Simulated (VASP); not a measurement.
# GaBiBr (P4/nmm) in VASP: single point with LDA

Aim: the single point of GaBiBr with LDA.

Everything below comes from runs of VASP 6.6.1. Logs are shortened: lines on timing, memory, paths and dates and some standing lists are left out, and cuts for length are marked.

### 1 Starting point

The structure is tetragonal, space group P4/nmm (No. 129). The conventional cell has a = 4.136 Å, b = 4.136 Å, c = 8.556 Å, α = 90.00°, β = 90.00°, γ = 90.00°. Bi (site symmetry 4mm) is surrounded by 4 Ga at 2.45 Å. Ga (site symmetry -4m2) is surrounded by 4 Bi at 2.45 Å. Br (site symmetry 4mm) has 4 Bi at 3.38 Å and 4 Ga at 3.64 Å as nearest neighbours.

The cell was built by a generator and needn't be a form met in nature.

### 2 Single point, LDA

Contents of INCAR:

```
SYSTEM = GaBiBr
PREC = Accurate
ENCUT = 520
EDIFF = 1E-6
ISMEAR = -1
SIGMA = 0.1
LREAL = .False.
LASPH = .True.
NELM = 80
ALGO = Fast
ISIF = 2
LWAVE = .False.
LCHARG = .True.
LELF = .True.
LVHAR = .True.
NBANDS = 44
```

Contents of KPOINTS:

```
Automatic mesh
0
Gamma
  8 8 4
  0 0 0
```

Contents of POSCAR:

```
GaBiBr
1.0
    4.1355380000      0.0000000000      0.0000000000
    0.0000000000      4.1355380000      0.0000000000
    0.0000000000      0.0000000000      8.5559220000
Bi Ga Br
2 2 2
Direct
    0.0000000000      0.5000000000      0.1530000000
    0.5000000000      0.0000000000      0.8470000000
    0.0000000000      0.0000000000      0.0000000000
    0.5000000000      0.5000000000      0.0000000000
    0.0000000000      0.5000000000      0.6500000000
    0.5000000000      0.0000000000      0.3500000000
```

Potentials or basis: VASP PAW LDA potentials, release 64 (Bi_d, Ga_d, Br).

Started as:

```
$ cat potpaw_LDA.64/Bi_d/POTCAR potpaw_LDA.64/Ga_d/POTCAR potpaw_LDA.64/Br/POTCAR > POTCAR
$ mpirun -np 1 vasp_std > vasp.out
```

OUTCAR:

```text
SYSTEM = GaBiBr
   PREC = Accurate
   ENCUT = 520
   EDIFF = 1E-6
   ISMEAR = -1
   LREAL = .False.
   LASPH = .True.
   NELM = 80
   ISIF = 2

 ion  position               nearest neighbor table
   1  0.000  0.500  0.153-   3 2.45   4 2.45   3 2.45   4 2.45
   2  0.500  0.000  0.847-   3 2.45   4 2.45   4 2.45   3 2.45
   3  0.000  0.000  0.000-   1 2.45   2 2.45   1 2.45   2 2.45
   4  0.500  0.500  0.000-   1 2.45   2 2.45   2 2.45   1 2.45
   5  0.000  0.500  0.650-
   6  0.500  0.000  0.350-

  LATTYP: Found a simple tetragonal cell.
 ALAT       =     4.1355380000
 C/A-ratio  =     2.0688776164

  Lattice vectors:

 A1 = (   4.1355380000,   0.0000000000,   0.0000000000)
 A2 = (   0.0000000000,   4.1355380000,   0.0000000000)
 A3 = (   0.0000000000,   0.0000000000,   8.5559220000)

Analysis of symmetry for initial positions (statically):
=====================================================================
 Subroutine PRICEL returns:
 Original cell was already a primitive cell.

 Routine SETGRP: Setting up the symmetry group for a
 simple tetragonal supercell.

 Subroutine GETGRP returns: Found 16 space group operations
 (whereof  8 operations were pure point group operations)
 out of a pool of 16 trial point group operations.

The static configuration has the point symmetry D_2d.
 The point group associated with its full space group is D_4h.

Analysis of symmetry for dynamics (positions and initial velocities):
=====================================================================
 Subroutine PRICEL returns:
 Original cell was already a primitive cell.

 Routine SETGRP: Setting up the symmetry group for a
 simple tetragonal supercell.

 Subroutine GETGRP returns: Found 16 space group operations
 (whereof  8 operations were pure point group operations)
 out of a pool of 16 trial point group operations.

The dynamic configuration has the point symmetry D_2d.
 The point group associated with its full space group is D_4h.

 Subroutine INISYM returns: Found 16 space group operations
 (whereof  8 operations are pure point group operations),
 and found     1 'primitive' translations

----------------------------------------------------------------------------------------

                                     Primitive cell

  volume of cell :     146.3291

  direct lattice vectors                    reciprocal lattice vectors
     4.135538000  0.000000000  0.000000000     0.241806507  0.000000000  0.000000000
     0.000000000  4.135538000  0.000000000     0.000000000  0.241806507  0.000000000
     0.000000000  0.000000000  8.555922000     0.000000000  0.000000000  0.116878111

  length of vectors
     4.135538000  4.135538000  8.555922000     0.241806507  0.241806507  0.116878111

  position of ions in fractional coordinates (direct lattice)
     0.000000000  0.500000000  0.153000000
     0.500000000  0.000000000  0.847000000
     0.000000000  0.000000000  0.000000000
     0.500000000  0.500000000  0.000000000
     0.000000000  0.500000000  0.650000000
     0.500000000  0.000000000  0.350000000

  ion indices of the primitive-cell ions
   primitive index   ion index
                 1           1
                 2           2
                 3           3
                 4           4
                 5           5
                 6           6

----------------------------------------------------------------------------------------

 KPOINTS: Automatic mesh

Automatic generation of k-mesh.
 Grid dimensions read from file:
 generate k-points for:    8    8    4

 Generating k-lattice:

  Cartesian coordinates                     Fractional coordinates (reciprocal lattice)
     0.030225813  0.000000000  0.000000000     0.125000000  0.000000000  0.000000000
     0.000000000  0.030225813  0.000000000     0.000000000  0.125000000  0.000000000
     0.000000000  0.000000000  0.029219528     0.000000000  0.000000000  0.250000000

  Length of vectors
     0.030225813  0.030225813  0.029219528

  Shift w.r.t. Gamma in fractional coordinates (k-lattice)
     0.000000000  0.000000000  0.000000000

 Subroutine IBZKPT returns following result:
 ===========================================

 Found     45 irreducible k-points:

 Following reciprocal coordinates:
            Coordinates               Weight
  0.000000  0.000000  0.000000      1.000000
  0.125000  0.000000  0.000000      4.000000
  0.250000  0.000000  0.000000      4.000000
  0.375000  0.000000  0.000000      4.000000
  0.500000  0.000000  0.000000      2.000000
  0.125000  0.125000  0.000000      4.000000
[... 16 lines left out ...]
  0.375000  0.125000  0.250000     16.000000
  0.500000  0.125000  0.250000      8.000000
 [... further k-points ...]
   k-points           NKPTS =     45   k-points in BZ     NKDIM =     45   number of bands    NBANDS=     44
   number of dos      NEDOS =    301   number of ions     NIONS =      6
   total plane-waves  NPLWV =  65536
   dimension x,y,z NGX =    32 NGY =   32 NGZ =   64
   dimension x,y,z NGXF=    64 NGYF=   64 NGZF=  128
   ions per type =               2   2   2
   NGX,Y,Z   is equivalent  to a cutoff of  12.86, 12.86, 12.44 a.u.
   NGXF,Y,Z  is equivalent  to a cutoff of  25.73, 25.73, 24.87 a.u.
 SYSTEM =  GaBiBr
   PREC   = accura    normal or accurate (medium, high low for compatibility)
   ISTART =      0    job   : 0-new  1-cont  2-samecut
   ICHARG =      2    charge: 1-file 2-atom 10-const
   ISPIN  =      1    spin polarized calculation?
   LNONCOLLINEAR =      F non collinear calculations
   LSORBIT =      F    spin-orbit coupling
   LASPH  =      T    aspherical Exc in radial PAW
   ENCUT  =  520.0 eV  38.22 Ry    6.18 a.u.   7.69  7.69 15.91*2*pi/ulx,y,z
   NELM   =     80;   NELMIN=  2; NELMDL= -5     # of ELM steps
   EDIFF  = 0.1E-05   stopping-criterion for ELM
   LREAL  =      F    real-space projection
   EDIFFG = 0.1E-04   stopping-criterion for IOM
   NSW    =      0    number of steps for IOM
   IBRION =     -1    ionic relax: 0-MD 1-quasi-New 2-CG
   NFREE  =      0    steps in history (QN), initial steepest desc. (CG)
   ISIF   =      2    stress and relaxation
   ISYM   =      2    0-nonsym 1-usesym 2-fastsym
   POTIM  = 0.5000    time-step for ionic-motion
   TEBEG  =    0.0;   TEEND  =   0.0 temperature during run
   PSTRESS=    0.0 pullay stress
   NELECT =      70.0000    total number of electrons
   NUPDOWN=      -1.0000    fix difference up-down
   EMIN   =  10.00;   EMAX   =-10.00  energy-range for DOS
   EFERMI =   0.00;   METHOD = LEGACY
   ISMEAR =    -1;   SIGMA  =   0.10  broadening in eV -4-tet -1-fermi 0-gaus
   EFERMI_NEDOS =   21; number of points for ismear=-14 and -15
   IALGO  =     68    algorithm
   IMIX   =      4    mixing-type and parameters
     AMIX     =   0.40;   BMIX     =  1.00
     AMIX_MAG =   1.60;   BMIX_MAG =  1.00
  volume/ion in A,a.u.               =      24.39       164.58
  Fermi-wavevector in a.u.,A,eV,Ry     =   1.280355  2.419521 22.304168  1.639310
  Thomas-Fermi vector in A             =   2.412788
   LORBIT       =      0    0 simple, 1 ext, 2 COOP (PROOUT), +10 PAW based schemes
   GGA     = CA    functional components
   LHFCALC =     F    Hartree Fock is set to
   AEXX    =    0.0000 exact exchange contribution
   IVDW    =     0    specifies the selected vdW correction
   LEPSILON=     F    determine dielectric tensor
   LRPA    =     F    only Hartree local field effects (RPA)
 non-spin polarized calculation
 RMM-DIIS sequential band-by-band and
  energy-cutoff  :      520.00
  volume of cell :      146.33
 maximum number of plane-waves:      3968
 NGX is ok and might be reduce to    32
   NGX = 15   NGY = 15   NGZ = 31

 number of electron      69.9999988 magnetization

 Free energy of the ion-electron system (eV)
  ---------------------------------------------------
  ext. energy  EPLUGINS =         0.00000000
  ---------------------------------------------------
  free energy    TOTEN  =       -16.75041024 eV

  energy without entropy =      -16.63687917  energy(sigma->0) =      -16.69364470

 E-fermi :   4.8318     XC(G=0): -10.2868

 val. band max:        4.7701207419   @ k =   0.2500   0.1250   0.5000
 cond. band min:       4.8329719519   @ k =   0.2500   0.1250   0.2500
 fundamental gap:      0.0628512100
 Fermi energy:         4.8318084011

 k-point     1 :       0.0000    0.0000    0.0000
  band No.  band energies     occupation
      1     -18.1328      2.00000
      2     -18.1060      2.00000
      3     -18.0908      2.00000
      4     -18.0908      2.00000
      5     -18.0405      2.00000
      6     -18.0405      2.00000
[... 36 lines left out ...]
     43      11.4017      0.00000
     44      12.2835      0.00000

 k-point     2 :       0.1250    0.0000    0.0000
  band No.  band energies     occupation
      1     -18.1291      2.00000
      2     -18.1035      2.00000
      3     -18.0915      2.00000
      4     -18.0895      2.00000
      5     -18.0467      2.00000
      6     -18.0440      2.00000
[... 36 lines left out ...]
     43      11.0615      0.00000
     44      11.9910      0.00000

 k-point     3 :       0.2500    0.0000    0.0000
  band No.  band energies     occupation
      1     -18.1206      2.00000
      2     -18.0982      2.00000
      3     -18.0920      2.00000
      4     -18.0859      2.00000
      5     -18.0616      2.00000
      6     -18.0525      2.00000
[... 36 lines left out ...]
     43      11.1958      0.00000
     44      12.3657      0.00000

 k-point     4 :       0.3750    0.0000    0.0000
  band No.  band energies     occupation
      1     -18.1117      2.00000
      2     -18.0962      2.00000
      3     -18.0893      2.00000
      4     -18.0800      2.00000
      5     -18.0767      2.00000
      6     -18.0626      2.00000
[... 882 lines left out ...]
     43      11.7547      0.00000
     44      11.8809      0.00000

 k-point    23 :       0.3750    0.1250    0.2500
  band No.  band energies     occupation
      1     -18.1126      2.00000
      2     -18.0950      2.00000
      3     -18.0922      2.00000
      4     -18.0852      2.00000
      5     -18.0736      2.00000
      6     -18.0559      2.00000
[... 36 lines left out ...]
     43      11.6149      0.00000
     44      12.8234      0.00000

 k-point    24 :       0.5000    0.1250    0.2500
  band No.  band energies     occupation
      1     -18.1054      2.00000
      2     -18.1054      2.00000
      3     -18.0875      2.00000
      4     -18.0875      2.00000
      5     -18.0653      2.00000
      6     -18.0653      2.00000
[... 36 lines left out ...]
     43      12.3849      0.00000
     44      12.4297      0.00000

 [... further k-points ...]

------------------------ aborting loop because EDIFF is reached ----------------------------------------

  FORCE on cell =-STRESS in cart. coord.  units (eV):
  Direction    XX          YY          ZZ          XY          YZ          ZX
  --------------------------------------------------------------------------------------
  -------------------------------------------------------------------------------------
  Total       20.3318365     20.3318365     16.9120521      0.0000000      0.0000000      0.0000000
  in kB      222.6159840    222.6159840    185.1723092      0.0000000      0.0000000      0.0000000
  external PRESSURE =     210.1347591 kB  Pullay stress =       0.0000000 kB

 VOLUME and BASIS-vectors are now :
 -----------------------------------------------------------------------------
  energy-cutoff  :      520.00
  volume of cell :      146.33
      direct lattice vectors                 reciprocal lattice vectors
     4.135538000  0.000000000  0.000000000     0.241806507  0.000000000  0.000000000
     0.000000000  4.135538000  0.000000000     0.000000000  0.241806507  0.000000000
     0.000000000  0.000000000  8.555922000     0.000000000  0.000000000  0.116878111

 POSITION                                       TOTAL-FORCE (eV/Angst)
 -----------------------------------------------------------------------------------
      0.00000      2.06777      1.30906        -0.000000     -0.000000      7.267171
      2.06777      0.00000      7.24687         0.000000      0.000000     -7.267171
      0.00000      0.00000      0.00000         0.000000      0.000000     -0.000000
      2.06777      2.06777      0.00000         0.000000     -0.000000     -0.000000
      0.00000      2.06777      5.56135         0.000000      0.000000      0.133093
      2.06777      0.00000      2.99457         0.000000     -0.000000     -0.133093
 -----------------------------------------------------------------------------------
    total drift:                                0.000000     -0.000000     -0.000000

  FREE ENERGIE OF THE ION-ELECTRON SYSTEM (eV)
  ---------------------------------------------------
  free  energy   TOTEN  =       -16.7504102394 eV

  energy  without entropy=      -16.6368791666  energy(sigma->0) =      -16.69364470
```

It took 3.5 min on 1 thread of Intel Xeon Platinum 8488C (Sapphire Rapids), shared host; peak memory 0.36 GiB.

What came out:

| Item | Value |
| --- | --- |
| Free energy | -16.7504 eV |
| Pressure | 21.0 GPa |
| Largest force | 7.267 eV/Å |
| Band gap on the k mesh | none (metal or under the smearing width) |

Forces in eV/Å, atoms in the order of the input:
```
Bi   0.000  0.000  7.267
Bi   0.000  0.000 -7.267
Ga   0.000  0.000  0.000
Ga   0.000  0.000  0.000
Br   0.000  0.000  0.133
Br   0.000  0.000 -0.133
```

Caveat: so large a pressure means that the cell lies far from this level's equilibrium, or that cutoff or potentials fall short; spin-orbit coupling is left out, which moves the levels of the heavy elements; forces of over 1 eV/Å show positions far from the minimum, so gaps and moduli don't describe the material at rest.
